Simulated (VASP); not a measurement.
Output of a VASP run:

OUTCAR:
```
 ion  position               nearest neighbor table
   1  0.000  0.000  0.000-   2 2.50   3 2.50   2 2.50   3 2.50   3 2.50   3 2.50   2 2.50   2 2.50
                             3 2.50   3 2.50   2 2.50   2 2.50
   2  0.333  0.667  0.500-   3 1.80   3 1.80   3 1.80   1 2.50   1 2.50   1 2.50   1 2.50   1 2.50
                             1 2.50
   3  0.667  0.333  0.500-   2 1.80   2 1.80   2 1.80   1 2.50   1 2.50   1 2.50   1 2.50   1 2.50
                             1 2.50
  LATTYP: Found a hexagonal cell.
 ALAT       =     3.1212742811
 C/A-ratio  =     1.1118241910
 Subroutine PRICEL returns:
 Original cell was already a primitive cell.
 Subroutine GETGRP returns: Found 24 space group operations
The static configuration has the point symmetry D_6h.
The dynamic configuration has the point symmetry D_6h.
 Subroutine INISYM returns: Found 24 space group operations
 Subroutine IBZKPT returns following result:
 Found     80 irreducible k-points:

 Following reciprocal coordinates:
            Coordinates               Weight
  0.000000  0.000000  0.000000      1.000000
  0.090909 -0.000000  0.000000      6.000000
  0.181818 -0.000000  0.000000      6.000000
  0.272727 -0.000000  0.000000      6.000000
  0.363636  0.000000  0.000000      6.000000
  0.454545 -0.000000  0.000000      6.000000
  0.090909  0.090909  0.000000      6.000000
  0.181818  0.090909  0.000000     12.000000
  0.272727  0.090909  0.000000     12.000000
  0.363636  0.090909  0.000000     12.000000
  0.454545  0.090909  0.000000      6.000000
  0.181818  0.181818  0.000000      6.000000
  0.272727  0.181818  0.000000     12.000000
  0.363636  0.181818  0.000000     12.000000
  0.272727  0.272727  0.000000      6.000000
  0.363636  0.272727  0.000000      6.000000
  0.000000  0.000000  0.111111      2.000000
  0.090909 -0.000000  0.111111     12.000000
  0.181818 -0.000000  0.111111     12.000000
  0.272727 -0.000000  0.111111     12.000000
  0.363636  0.000000  0.111111     12.000000
  0.454545 -0.000000  0.111111     12.000000
  0.090909  0.090909  0.111111     12.000000
  0.181818  0.090909  0.111111     24.000000
  0.272727  0.090909  0.111111     24.000000
  0.363636  0.090909  0.111111     24.000000
  0.454545  0.090909  0.111111     12.000000
  0.181818  0.181818  0.111111     12.000000
  0.272727  0.181818  0.111111     24.000000
  0.363636  0.181818  0.111111     24.000000
  0.272727  0.272727  0.111111     12.000000
  0.363636  0.272727  0.111111     12.000000
  0.000000  0.000000  0.222222      2.000000
  0.090909 -0.000000  0.222222     12.000000
  0.181818 -0.000000  0.222222     12.000000
  0.272727 -0.000000  0.222222     12.000000
  0.363636  0.000000  0.222222     12.000000
  0.454545 -0.000000  0.222222     12.000000
  0.090909  0.090909  0.222222     12.000000
  0.181818  0.090909  0.222222     24.000000
   k-points           NKPTS =     80   k-points in BZ     NKDIM =     80   number of bands    NBANDS=     12
   number of dos      NEDOS =    301   number of ions     NIONS =      3
   total plane-waves  NPLWV =  16128
   dimension x,y,z NGX =    24 NGY =   24 NGZ =   28
   dimension x,y,z NGXF=    48 NGYF=   48 NGZF=   56
   ions per type =               1   2
   PREC   = accura    normal or accurate (medium, high low for compatibility)
   ISTART =      0    job   : 0-new  1-cont  2-samecut
   ICHARG =      2    charge: 1-file 2-atom 10-const
   ISPIN  =      1    spin polarized calculation?
   LNONCOLLINEAR =      F non collinear calculations
   LSORBIT =      F    spin-orbit coupling
   INIWAV =      1    electr: 0-lowe 1-rand  2-diag
   ENCUT  =  520.0 eV  38.22 Ry    6.18 a.u.   5.80  5.80  6.45*2*pi/ulx,y,z
   NELM   =    100;   NELMIN=  2; NELMDL= -5     # of ELM steps
   EDIFF  = 0.1E-06   stopping-criterion for ELM
   LREAL  =      F    real-space projection
   NLSPLINE    = F    spline interpolate recip. space projectors
   LMAXMIX     =    6 max onsite mixed and CHGCAR
...
```

### OSZICAR
```
       N       E                     dE             d eps       ncg     rms          rms(c)
DAV:   1     0.311754224651E+02    0.31175E+02   -0.85007E+03  1920   0.127E+03
DAV:   2    -0.259771807596E+02   -0.57153E+02   -0.53815E+02  2440   0.244E+02
DAV:   3    -0.278231589518E+02   -0.18460E+01   -0.18143E+01  2508   0.332E+01
DAV:   4    -0.278381011485E+02   -0.14942E-01   -0.14932E-01  2304   0.318E+00
DAV:   5    -0.278382430321E+02   -0.14188E-03   -0.14187E-03  2532   0.257E-01    0.538E+01
DAV:   6    -0.256297466442E+02    0.22085E+01   -0.49487E+00  2292   0.148E+01    0.391E+01
DAV:   7    -0.255883066170E+02    0.41440E-01   -0.17122E+00  2396   0.917E+00    0.115E+01
DAV:   8    -0.255164091647E+02    0.71897E-01   -0.50357E-01  2292   0.502E+00    0.189E+00
DAV:   9    -0.255117513129E+02    0.46579E-02   -0.34426E-02  2272   0.146E+00    0.258E-01
DAV:  10    -0.255117079200E+02    0.43393E-04   -0.92468E-04  2352   0.264E-01    0.360E-01
DAV:  11    -0.255117120187E+02   -0.40987E-05   -0.10807E-04  2320   0.841E-02    0.203E-01
DAV:  12    -0.255117072731E+02    0.47456E-05   -0.10632E-05  2352   0.295E-02    0.122E-02
DAV:  13    -0.255117074313E+02   -0.15817E-06   -0.54765E-07  2372   0.723E-03    0.477E-03
DAV:  14    -0.255117074372E+02   -0.59460E-08   -0.89497E-09  1312   0.869E-04
   1 F= -.25511707E+02 E0= -.25511728E+02  d E =-.255117E+02
       N       E                     dE             d eps       ncg     rms          rms(c)
DAV:   1    -0.255126492840E+02   -0.94185E-03   -0.49847E-02  2060   0.195E+00    0.268E-01
DAV:   2    -0.255122774981E+02    0.37179E-03   -0.64376E-04  2348   0.229E-01    0.114E-01
DAV:   3    -0.255121152475E+02    0.16225E-03   -0.16272E-04  2368   0.104E-01    0.352E-02
DAV:   4    -0.255121051007E+02    0.10147E-04   -0.21020E-05  2556   0.385E-02    0.220E-02
DAV:   5    -0.255121049415E+02    0.15924E-06   -0.95695E-07  2280   0.810E-03    0.109E-02
DAV:   6    -0.255121049170E+02    0.24482E-07   -0.51014E-08  1308   0.237E-03
   2 F= -.25512105E+02 E0= -.25512111E+02  d E =-.397480E-03
       N       E                     dE             d eps       ncg     rms          rms(c)
DAV:   1    -0.255121262162E+02   -0.21275E-04   -0.97544E-04  2072   0.273E-01    0.383E-02
DAV:   2    -0.255121188476E+02    0.73686E-05   -0.12622E-05  2340   0.320E-02    0.162E-02
DAV:   3    -0.255121157029E+02    0.31447E-05   -0.32175E-06  2376   0.146E-02    0.485E-03
DAV:   4    -0.255121155379E+02    0.16497E-06   -0.41027E-07  2452   0.537E-03    0.304E-03
DAV:   5    -0.255121155431E+02   -0.51998E-08   -0.17660E-08  1124   0.114E-03
   3 F= -.25512116E+02 E0= -.25512125E+02  d E =-.408106E-03
```

**OUTCAR**
```
------------------------ aborting loop because EDIFF is reached ----------------------------------------
  FORCE on cell =-STRESS in cart. coord.  units (eV):
  Direction    XX          YY          ZZ          XY          YZ          ZX
  --------------------------------------------------------------------------------------
  Total        1.4603438      1.4603440      1.4599306      0.0000000      0.0000000      0.0000000
  in kB       79.9103718     79.9103861     79.8877649      0.0000000      0.0000000      0.0000000
  external PRESSURE =      79.9028409 kB  Pullay stress =       0.0000000 kB
  volume of cell :       29.28
      direct lattice vectors                 reciprocal lattice vectors
     1.562778303 -2.706811666  0.000000000     0.319943014 -0.184719168  0.000000000
     1.562778303  2.706811666  0.000000000     0.319943014  0.184719168 -0.000000000
    -0.000000000  0.000000000  3.460804967    -0.000000000  0.000000000  0.288950117
 POSITION                                       TOTAL-FORCE (eV/Angst)
 -----------------------------------------------------------------------------------
     -0.00000      0.00000      3.46080         0.000000     -0.000000      0.000000
      1.56278      0.90227      1.73040        -0.000000     -0.000000      0.000000
      1.56278     -0.90227      1.73040         0.000000      0.000000      0.000000
 -----------------------------------------------------------------------------------
    total drift:                                0.000000     -0.000000      0.000000
  FREE ENERGIE OF THE ION-ELECTRON SYSTEM (eV)
  ---------------------------------------------------
  free  energy   TOTEN  =       -25.5121155431 eV

  energy  without entropy=      -25.5121436533  energy(sigma->0) =      -25.51212491

 reached required accuracy - stopping structural energy minimisation
```
(Selected blocks of OUTCAR.)

File POSCAR:
```
HfB2
1
    1.5606370398    -2.7031028778     0.0000000000
    1.5606370398     2.7031028778     0.0000000000
    0.0000000000     0.0000000000     3.4703082525
Hf B
1 2
Direct
  1.0000000000   0.0000000000   1.0000000000
  0.3333330000   0.6666670000   0.5000000000
  0.6666670000   0.3333330000   0.5000000000
```

### Question
Write an INCAR and KPOINTS that could have produced this output.

### Answer
Several could match; the one computed here: the input of the run itself, revPBE GGA, plane waves, VASP's PBE PAW potentials (set 64).

**KPOINTS**
```
Automatic mesh
0
gamma
11 11 9
```

**INCAR**
```
! general
SYSTEM  = HfB2
PREC    = Accurate
ENCUT   = 520   ! plane-wave cut-off (eV)
LREAL   = .FALSE.   ! projection in real space or not
LASPH   = .TRUE.   ! aspherical one-centre terms

! electronic loop
EDIFF   = 1E-7
NELM    = 100
ALGO    = Normal
LMAXMIX = 6

! smearing
ISMEAR  = 1
SIGMA   = 0.1   ! width (eV)

! functional
GGA     = RE   ! revPBE

! ions
IBRION  = 2
NSW     = 30   ! most ionic steps
ISIF    = 4
EDIFFG  = -0.01   ! ionic stop

! output
LWAVE   = .FALSE.
LCHARG  = .FALSE.
```

POTCAR, in this order: Hf_pv B (PBE.64 set). Program: vasp_std.

The compound is HfB2 in the AlB2 type structure. This cell is one point of a volume scan, at 0.97 of the reference volume. Symmetry was kept, so distortions that lower it aren't found.
